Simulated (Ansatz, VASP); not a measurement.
**La2Cu2C: VASP beside Ansatz**

```
C Cu La
1.0
     7.37992    0.00000    0.00000
     0.00000    7.37992    0.00000
     0.00000    0.00000    3.78164
C Cu La
2 4 4
Direct
  0.00000 0.00000 0.00000
  0.50000 0.50000 0.00000
  0.38273 0.88273 0.00000
  0.11727 0.38273 0.00000
  0.61727 0.11727 0.00000
  0.88273 0.61727 0.00000
  0.17838 0.67838 0.50000
  0.32162 0.17838 0.50000
  0.82162 0.32162 0.50000
  0.67838 0.82162 0.50000
```

The cell was built by a generator and needn't be a form met in nature.

Alike in both runs: task single point; functional r2SCAN; k mesh 3 × 3 × 5; no spin polarisation.

|  | VASP | Ansatz |
| --- | --- | --- |
| version | VASP 6.6.1 | Ansatz 0.2.0 |
| potentials or method | VASP PAW PBE potentials, release 64 (C, Cu, La) | PAW plane waves |
| plane-wave cutoff (eV) | 520 | 500 |
| occupations | fermi-dirac, width 0.1 eV | fermi-dirac |
| valence electrons in the cell | 96 | 128 |

```csv
,VASP,Ansatz,Ansatz less VASP
gap on the k mesh at the Fermi level (eV),none,none,-
pressure (GPa),-0.3,-0.3,+0.04
largest component of the traceless stress (GPa),2.97,3.01,+0.042
rms of the force components (eV/Å),0.307,0.309,+0.0021
```

Atom by atom the forces differ by 0.003 eV/Å (rms over components). A gap of «none» marks a metal or a gap that the smearing closes. The two sets of potentials don't hold the same shells in valence.

Caveats: the PAW data sets were made with another functional, which shifts forces and pressure a little (VASP). Spin-orbit coupling is left out, which matters for the levels of La.
